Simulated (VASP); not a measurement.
Cost and result of VASP (PAW) for the lattice constant a of MgSe (rock salt). Static lattice. The cost counts the five points of the equation of state, each on the mesh and cut-off of its row, so the ratios hold those differences too. With PBE it took about 40 core-seconds. The timings are rough (shared machines, no repeats); factors under 2 mean little.

```
level        k-mesh  cut-off (eV)  lattice constant a (Å)         cost over PBE
-----------  ------  ------------  ----------------------  --------------------
RPBE          8×8×8           520                       ?  within a factor of 2
PBE           8×8×8           520                   5.505             reference
AM05          8×8×8           520                   5.456  within a factor of 2
rev-vdW-DF2   8×8×8           520                   5.476         about 3 times
optB88-vdW    8×8×8           520                   5.490         about 3 times
SCAN          8×8×8           520                   5.456         about 6 times
r2SCAN        8×8×8           520                       ?         about 6 times
```

### Question
Some entries are withheld; supply them.

### Answer

- RPBE, lattice constant a (Å): 5.557
- r2SCAN, lattice constant a (Å): 5.464

Left out are levels that failed, ran on another kind of processor or have no fit band path; at most nine are shown.

The compound is MgSe in the rock salt structure.
